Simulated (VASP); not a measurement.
Given:

```
CELL_PARAMETERS angstrom
      3.50847     0.00000     0.00000
      0.00000     3.50847     0.00000
      0.00000     0.00000     3.50847
ATOMIC_POSITIONS crystal
  Si 0.00000 0.00000 0.00000
  Ni 0.00000 0.50000 0.50000
  Ni 0.50000 0.00000 0.50000
  Ni 0.50000 0.50000 0.00000
```

All values below come from optB88-vdW, VASP's PBE PAW potentials (set 64) (plane waves; VASP 6.6.1). Run with 520 eV cut-off, Gaussian smearing of 0.050 eV, potentials Si Ni.

**Question.** Predict the band gap (along the path) with the smallest direct gap where there is one.

**Answer.** 
* **band gap (along the path)**: none (metal, semimetal or under 0.01 eV)

Total energies compare only between runs with the same potentials, cut-off and functional.

The compound is Ni3Si in the L1_2 structure. It was relaxed first. The run is not spin-polarised, so no magnetic state was tried.
